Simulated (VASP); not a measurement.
Consider the following.

```
SnO
1.0
    3.82903     0.00000     0.00000
    0.00000     3.82903     0.00000
    0.00000     0.00000     4.95471
Sn O
2 2
Cartesian
  1.91452   0.00000   3.80529
  0.00000   1.91452   1.14943
  1.91452   1.91452   0.00000
  3.82903   3.82903   0.00000
```

Level of theory: PW91 GGA, VASP's PBE PAW potentials (set 64) (plane waves; VASP 6.6.1). Run with 520 eV cut-off, 6×6×5 Γ-centred mesh, Gaussian smearing of 0.050 eV, potentials Sn_d O.

Without a dispersion term in the relaxation, distances and binding between the weakly bound layers, chains or molecules are unreliable, and so is what depends on them.

The ions and cell shape at fixed volume are relaxed. Predict the relaxed structure.

```
SnO
1.0
    3.85336     0.00000     0.00000
    0.00000     3.85336     0.00000
    0.00000     0.00000     4.89233
Sn O
2 2
Cartesian
  1.92668   3.85336   3.73111
  0.00000   1.92668   1.16122
  1.92668   1.92668   0.00000
  0.00000   0.00000   0.00000
```
Space group P4/nmm (129), at a tolerance of 0.03 Å.

How much energy does the relaxation gain?

The energy (σ→0) changes by -3.1 meV/atom, in 5 ionic steps.

The compound is SnO in the litharge structure. This cell is one point of a volume scan, at 0.97 of the reference volume. Symmetry was kept, so distortions that lower it aren't found.
